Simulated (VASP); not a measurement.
```yaml
crystal:
  lattice:
    - [0.00000, 1.94500, 1.94500]
    - [1.94500, 0.00000, 1.94500]
    - [1.94500, 1.94500, 0.00000]
  atoms:
    - { symbol: Pd, position: [0.00000, 0.00000, 0.00000] }
```

The base run (VASP): PBE GGA, plane waves, VASP's PBE PAW potentials (set 64). Numerical set-up: 400 eV cut-off, 14×14×14 Γ-centred mesh, first-order Methfessel-Paxton smearing of 0.10 eV, potentials Pd.

One setting is varied; ΔE counts from the base run. The base run took about 4 core-seconds. The timings are rough (shared machines, no repeats); factors under 2 mean little.

Pressures at a finite cut-off, here 400 eV, hold a Pulay part, which wasn't tested here.

| setting | cost over the base run | electronic steps | ΔE (meV/atom) | pressure (GPa) |
|---|---|---|---|---|
| PREC = Low | about 1/2 | 11 | -0.8 | 7.00 |
| PREC = Normal | within a factor of 2 | 11 | 0.0 | 6.97 |
| LASPH = .FALSE. | within a factor of 2 | 11 | 0.4 | 6.97 |
| PREC = Single | within a factor of 2 | 11 | -0.1 | 6.97 |
| base run | reference | 11 | 0.0 | 6.97 |
| ADDGRID = .TRUE. | within a factor of 2 | 11 | 0.0 | 6.97 |
| LREAL = Auto | within a factor of 2 | 11 | 0.2 | 6.97 |

Left out are runs that failed, have no time on record or changed the cell.

The compound is Pd in the fcc structure. The cell was not relaxed at this level.
